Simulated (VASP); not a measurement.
Energy against volume of TiB2 (AlB2 type). The numbers are results of PBE GGA with D3 dispersion (Becke-Johnson damping), VASP's PBE PAW potentials (set 64) (plane waves; VASP), not measurements. Run with 520 eV cut-off, 12×12×10 Γ-centred mesh, first-order Methfessel-Paxton smearing of 0.10 eV, potentials Ti_sv B.

Shape and ions are relaxed at each volume.

| V (Å³/atom) | E (eV/atom) |
|---|---|
| 7.797 | -8.54113 |
| 8.046 | -8.56195 |
| 8.294 | -8.56846 |
| 8.543 | -8.56262 |

Problem. Fit these four points and predict the energy of the run at 8.792 Å³/atom.

Solution. A cubic in V^(−2/3), the third-order Birch-Murnaghan form, passes through the four points with V0 = 8.30 Å³/atom and B0 = 265 GPa, and gives -8.5460 eV/atom there. The run gave -8.5461 eV/atom, -0.1 meV/atom from the fit; all five points give B0 = 265 GPa.

The compound is TiB2 in the AlB2 type structure. It was relaxed first.
